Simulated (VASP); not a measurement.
Wanted: the native input for a VASP 6.6.1 run.

```
Task                   : single point
Functional             : PBE
Potentials or basis    : VASP PAW PBE potentials, release 64 (Na_pv, Rb_sv, F)
Cutoff                 : 520 eV
k mesh                 : 8 × 8 × 8
Occupations            : fermi-dirac, width 0.02 eV
Spin                   : no spin polarisation
Dipole correction      : no
Further INCAR settings : ALGO = Normal; EDIFF = 1e-06; NBANDS = 23
```

The structure of RbNaF2 lies in POSCAR:

```
RbNaF2
1.0
    1.8595504727      1.0736119660      5.8724170813
   -1.8595504727      1.0736119660      5.8724170813
    0.0000000000     -2.1472239320      5.8724170813
Na Rb F
1 1 2
Direct
    1.0000000000      0.0000000000      0.0000000000
    0.5000000000      0.5000000000      0.5000000000
    0.2652974055      0.2652974055      0.2652974055
    0.7347025945      0.7347025945      0.7347025945
```

The cell was built by a generator and needn't be a form met in nature.

The cell isn't the ideal one: epitaxial_xy strain +4.1%.

These files were run (other wordings do the same):

INCAR

```
ALGO = Normal
EDIFF = 1E-6
ENCUT = 520
GGA = PE
ISIF = 2
ISMEAR = -1
LASPH = True
LCHARG = True
LELF = True
LREAL = False
LVHAR = True
LWAVE = False
NBANDS = 23
NELM = 100
PREC = Accurate
SIGMA = 0.02
```

KPOINTS

```
k-points
0
Gamma
  8 8 8
```

Potentials or basis: VASP PAW PBE potentials, release 64 (Na_pv, Rb_sv, F).

Run with:

```bash
$ cat potpaw_PBE.64/Na_pv/POTCAR potpaw_PBE.64/Rb_sv/POTCAR potpaw_PBE.64/F/POTCAR > POTCAR
$ mpirun -np 1 vasp_std > vasp.out
```

It gave:

| Quantity | Value |
| --- | --- |
| Pressure | 0.6 GPa |
| Largest force | 0.033 eV/Å |
| Band gap on the k mesh | 5.59 eV, direct |

Wall time 2.8 min on 1 thread of AMD EPYC 9R45 (Zen 5), on a shared host, peak memory 0.34 GiB.
